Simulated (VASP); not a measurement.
Runs of VASP 6.6.1 on WC. All rows change the cell; the cell of one of them follows. Symmetry: Fm-3m, No. 225, cubic system. Conventional cell: a = 4.166 Å, b = 4.166 Å, c = 4.166 Å, α = 90.00°, β = 90.00°, γ = 90.00°. Around W (site symmetry m-3m) lie 6 C at 2.08 Å. C (site symmetry m-3m) is surrounded by 6 W at 2.08 Å. Measurements of this composition are mostly on another form, of space group No. 187.

```csv
cell,gap on the mesh (eV),pressure (GPa)
"strain -0.050 along x and y, -0.050 along z, atoms carried along",none,60.3
"strain -0.050 along x and y, +0.000 along z, atoms carried along",none,32.9
"strain -0.050 along x and y, +0.050 along z, atoms carried along",none,(a)
"strain +0.000 along x and y, -0.050 along z, atoms carried along",none,8.2
```

Alike in all rows: task single point; level LDA; potentials or basis VASP PAW LDA potentials, release 64 (W_sv, C); no spin polarisation; k mesh 18 × 18 × 18; cutoff (eV) 520; smearing gaussian 0.15 eV.

Problem. Estimate the missing entries.

Solution. (a) 15.5.

Caveats: so large a pressure means that the cell lies far from this level's equilibrium, or that cutoff or potentials fall short (some runs); the cell as given lies far from equilibrium (some runs).

A k mesh can miss the band edges, and the runs leave out spin-orbit coupling on W.

A gap of «none» marks a metal or a gap under the smearing width.
